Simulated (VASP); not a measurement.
Calculation: PBE GGA, VASP's PBE PAW potentials (set 64) (plane waves; VASP 6.6.1).

The input files of a VASP run:

INCAR:
```
! general
SYSTEM   =  PbTe
PREC     =  Accurate
ENCUT    =  520
LREAL    =  .FALSE.   ! projection in real space or not
LASPH    =  .TRUE.

! electronic loop
EDIFF    =  1E-7   ! SCF stop (eV)
NELM     =  100   ! most electronic steps
ALGO     =  Normal
LMAXMIX  =  4

! smearing
ISMEAR   =  0   ! Gaussian
SIGMA    =  0.05

! functional
GGA      =  PE   ! PBE

! ions
ISIF     =  2

! output
LWAVE    =  .FALSE.
LCHARG   =  .FALSE.
```

POSCAR:
```
PbTe
1
    0.0000000000     3.2162657476     3.2162657476
    3.2162657476     0.0000000000     3.2162657476
    3.2162657476     3.2162657476     0.0000000000
Te Pb
1 1
Direct
  0.5000000000   0.5000000000   0.5000000000
  0.0000000000   0.0000000000   0.0000000000
```

**KPOINTS**
```
Automatic mesh
0
Gamma
7 7 7
0 0 0
```

POTCAR, in this order: Te Pb_d (PBE.64 set). Program: vasp_std.

Q: What does the run give for the energy per atom (σ→0), pressure?

A: 
The energy per atom (σ→0) is -361.3 kJ/mol of atoms and the pressure is 2.75 GPa.

File OSZICAR:
```
...
DAV:   8    -0.748855134157E+01   -0.16476E-02   -0.93486E-03   638   0.115E+00    0.150E-01
DAV:   9    -0.748853011738E+01    0.21224E-04   -0.97737E-04   828   0.391E-01    0.596E-02
DAV:  10    -0.748856541134E+01   -0.35294E-04   -0.11399E-04   590   0.912E-02    0.205E-02
DAV:  11    -0.748857260578E+01   -0.71944E-05   -0.39250E-05   682   0.595E-02    0.164E-02
DAV:  12    -0.748857236365E+01    0.24213E-06   -0.25423E-06   698   0.118E-02    0.109E-02
DAV:  13    -0.748857174875E+01    0.61490E-06   -0.84449E-07   668   0.813E-03    0.292E-03
DAV:  14    -0.748857184504E+01   -0.96291E-07   -0.35279E-07   518   0.582E-03
   1 F= -.74885718E+01 E0= -.74885718E+01  d E =-.368456E-12
```

The compound is PbTe in the rock salt structure. This cell is one point of a volume scan, at 0.94 of the reference volume.
